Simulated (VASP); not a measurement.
Input:

```
Cd4Se3Te
1.0
    4.38013     0.00000     0.00000
    0.00000     8.75622     0.00000
    0.00000     0.00000     6.15345
Cd Te Se
4 1 3
Direct
  0.00000   0.23781   0.00895
  0.00000   0.76219   0.00895
  0.50000   0.00000   0.50732
  0.50000   0.50000   0.47443
  0.00000   0.50000   0.75205
  0.50000   0.24254   0.25024
  0.50000   0.75746   0.25024
  0.00000   0.00000   0.74784
```

Method: PBEsol GGA, VASP's PBE PAW potentials (set 64) (plane waves; VASP 6.6.1). Run with 400 eV cut-off, 6×3×4 Γ-centred mesh, tetrahedra with Blöchl corrections, potentials Cd Te Se.

Unless said otherwise, spin-orbit coupling is left out, though it shifts the bands of the heavy elements here.

Task: Estimate the energy per atom (σ→0), band gap (on the k-mesh) with the smallest direct gap where there is one.

Result: 
```json
{
  "band gap (on the k-mesh)": "0.33 eV",
  "smallest direct gap (on the k-mesh)": "0.33 eV",
  "energy per atom (σ→0)": "-2.993 eV/atom"
}
```

Total energies compare only between runs with the same potentials, cut-off and functional.

The structure comes from a computed database's Cd4TeSe3 entry (Pmm2); how it stands against other phases isn't given here. It was relaxed first, which changed the volume by -6 %.
